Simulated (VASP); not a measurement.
Here is the system:

```
NbN
1.0
    0.00000     2.24481     2.24481
    2.24481     0.00000     2.24481
    2.24481     2.24481     0.00000
Nb N
1 1
Direct
  0.00000   0.00000   0.00000
  0.50000   0.50000   0.50000
```

Computed with optB86b-vdW, VASP's PBE PAW potentials (set 64) (plane waves; VASP 6.6.1). Numerical set-up: 520 eV cut-off, 14×14×14 Γ-centred mesh, first-order Methfessel-Paxton smearing of 0.10 eV, potentials Nb_sv N.

Question: The job: NbN (rock salt), 2 atoms, optB86b-vdW, static run, 520 eV, 14×14×14 Γ-centred mesh. Roughly how much core time does it take on a busy server core?

Answer: About 80 core-seconds (one run on a shared machine, a rough figure). It had 104 irreducible k-points, 13 bands, up to 624 plane waves and 15 electronic steps.

The compound is NbN in the rock salt structure, the cubic δ form, which competes with hexagonal ones. This cell is one point of a volume scan, at 1.06 of the reference volume.
